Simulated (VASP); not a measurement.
All values below come from vdW-DF-cx, VASP's PBE PAW potentials (set 64) (plane waves; VASP).

The input files of a VASP run:

File KPOINTS:
```
Automatic mesh
0
Gamma
14 14 14
0 0 0
```

INCAR:
```
SYSTEM = BN
PREC = Accurate
ENCUT = 520
EDIFF = 1E-7
NELM = 100
ALGO = Normal
LREAL = .FALSE.
LASPH = .TRUE.
ISMEAR = -5
GGA = CX
LUSE_VDW = .TRUE.
AGGAC = 0.0
LWAVE = .FALSE.
LCHARG = .TRUE.
LORBIT = 11
NEDOS = 601
ISIF = 2
```

POSCAR:
```
BN
1
   -0.0000000000     1.8097681897     1.8097681897
    1.8097681897     0.0000000000     1.8097681897
    1.8097681897     1.8097681897    -0.0000000000
B N
1 1
Direct
  0.0000000000   0.0000000000   0.0000000000
  0.2500000000   0.2500000000   0.2500000000
```

POTCAR, in this order: B N (PBE.64 set). Program: vasp_std.

Question: What will the output report for the number of irreducible k-points (NKPTS), largest plane-wave count, number of space-group operations, FFT grid (NGX, NGY, NGZ)?

Answer: 
```json
{
 "number of irreducible k-points (NKPTS)": "104",
 "largest_plane_wave_count": "332",
 "number_of_space_group_operations": "24",
 "FFT grid (NGX, NGY, NGZ)": "20 × 20 × 20"
}
```

The compound is BN in the zinc blende structure. It was relaxed first.
